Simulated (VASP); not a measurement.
These are PBE GGA, VASP's PBE PAW potentials (set 64) (plane waves; VASP) values and carry that method's errors.

The input files of a VASP run:

**KPOINTS**
```
Automatic mesh
0
Gamma
 11 11 11
0 0 0
```

**POSCAR**
```
OsSe
1
    3.0353410000     0.0000000000     0.0000000000
    0.0000000000     3.0353410000     0.0000000000
    0.0000000000     0.0000000000     3.0353410000
Os Se
1 1
Direct
  0.0000000000   0.0000000000   0.0000000000
  0.5000000000   0.5000000000   0.5000000000
```

### INCAR
```
# general
SYSTEM =OsSe
PREC   =Accurate
ENCUT  =300
LREAL  =.FALSE.
LASPH  =.TRUE.

# electronic loop
EDIFF  =1E-6
NELM   =100
ALGO   =Normal
LMAXMIX=6

# smearing
ISMEAR =-1
SIGMA  =0.1

# functional
GGA    =PE

# ions
ISIF   =2

# output
LWAVE  =.FALSE.
LCHARG =.FALSE.
```

POTCAR, in this order: Os Se (PBE.64 set). Program: vasp_std.

Output

**OUTCAR**
```
 ion  position               nearest neighbor table
   1  0.000  0.000  0.000-   2 2.63   2 2.63   2 2.63   2 2.63   2 2.63   2 2.63   2 2.63   2 2.63
  LATTYP: Found a simple cubic cell.
 ALAT       =     3.0353410000
 Subroutine PRICEL returns:
 Original cell was already a primitive cell.
 Subroutine GETGRP returns: Found 48 space group operations
The static configuration has the point symmetry O_h .
The dynamic configuration has the point symmetry O_h .
 Subroutine INISYM returns: Found 48 space group operations
 Subroutine IBZKPT returns following result:
 Found     56 irreducible k-points:

 Following reciprocal coordinates:
            Coordinates               Weight
  0.000000  0.000000  0.000000      1.000000
  0.090909  0.000000  0.000000      6.000000
  0.181818  0.000000  0.000000      6.000000
  0.272727  0.000000  0.000000      6.000000
  0.363636  0.000000  0.000000      6.000000
  0.454545  0.000000  0.000000      6.000000
  0.090909  0.090909  0.000000     12.000000
  0.181818  0.090909  0.000000     24.000000
  0.272727  0.090909  0.000000     24.000000
  0.363636  0.090909  0.000000     24.000000
  0.454545  0.090909  0.000000     24.000000
  0.181818  0.181818  0.000000     12.000000
  0.272727  0.181818  0.000000     24.000000
  0.363636  0.181818  0.000000     24.000000
  0.454545  0.181818  0.000000     24.000000
  0.272727  0.272727  0.000000     12.000000
  0.363636  0.272727  0.000000     24.000000
  0.454545  0.272727  0.000000     24.000000
  0.363636  0.363636  0.000000     12.000000
  0.454545  0.363636  0.000000     24.000000
  0.454545  0.454545  0.000000     12.000000
  0.090909  0.090909  0.090909      8.000000
  0.181818  0.090909  0.090909     24.000000
  0.272727  0.090909  0.090909     24.000000
  0.363636  0.090909  0.090909     24.000000
...
```

File OSZICAR:
```
       N       E                     dE             d eps       ncg     rms          rms(c)
DAV:   1     0.346962860170E+02    0.34696E+02   -0.50198E+03  1488   0.724E+02
DAV:   2    -0.114069577617E+02   -0.46103E+02   -0.42183E+02  1343   0.217E+02
DAV:   3    -0.132214298797E+02   -0.18145E+01   -0.17601E+01  1573   0.353E+01
DAV:   4    -0.132418721137E+02   -0.20442E-01   -0.20272E-01  1387   0.371E+00
DAV:   5    -0.132421601250E+02   -0.28801E-03   -0.28794E-03  1516   0.327E-01    0.210E+01
DAV:   6    -0.129404771464E+02    0.30168E+00   -0.10498E+00  1703   0.861E+00    0.105E+01
DAV:   7    -0.128931827570E+02    0.47294E-01   -0.10495E-01  1304   0.285E+00    0.483E+00
DAV:   8    -0.128833058443E+02    0.98769E-02   -0.31761E-02  1540   0.148E+00    0.192E-01
DAV:   9    -0.128830478375E+02    0.25801E-03   -0.11271E-03  1280   0.260E-01    0.117E-01
DAV:  10    -0.128830329919E+02    0.14846E-04   -0.14690E-04  1556   0.114E-01    0.326E-02
DAV:  11    -0.128830314707E+02    0.15212E-05   -0.42268E-06  1322   0.182E-02    0.924E-03
DAV:  12    -0.128830306026E+02    0.86813E-06   -0.50661E-07   718   0.536E-03
   1 F= -.12883031E+02 E0= -.12864223E+02  d E =-.376156E-01
```

OUTCAR:
```
------------------------ aborting loop because EDIFF is reached ----------------------------------------
  FORCE on cell =-STRESS in cart. coord.  units (eV):
  Direction    XX          YY          ZZ          XY          YZ          ZX
  --------------------------------------------------------------------------------------
  Total        4.7390262      4.7390262      4.7390262      0.0000000     -0.0000000     -0.0000000
  in kB      271.5046222    271.5046222    271.5046222      0.0000000     -0.0000000     -0.0000000
  external PRESSURE =     271.5046222 kB  Pullay stress =       0.0000000 kB
  volume of cell :       27.97
      direct lattice vectors                 reciprocal lattice vectors
     3.035341000  0.000000000  0.000000000     0.329452276  0.000000000  0.000000000
     0.000000000  3.035341000  0.000000000     0.000000000  0.329452276  0.000000000
     0.000000000  0.000000000  3.035341000     0.000000000  0.000000000  0.329452276
 POSITION                                       TOTAL-FORCE (eV/Angst)
 -----------------------------------------------------------------------------------
      0.00000      0.00000      0.00000         0.000000      0.000000      0.000000
      1.51767      1.51767      1.51767         0.000000      0.000000      0.000000
 -----------------------------------------------------------------------------------
    total drift:                                0.000000     -0.000000      0.000000
  FREE ENERGIE OF THE ION-ELECTRON SYSTEM (eV)
  ---------------------------------------------------
  free  energy   TOTEN  =       -12.8830306026 eV

  energy  without entropy=      -12.8454149623  energy(sigma->0) =      -12.86422278
```
(Selected blocks of OUTCAR.)

At this cut-off the stress carries a Pulay error, which pulls relaxed volumes low.

The structure was generated: OsSe was put into an ordered model structure, which need not be its known phase. The cell was not relaxed at this level.
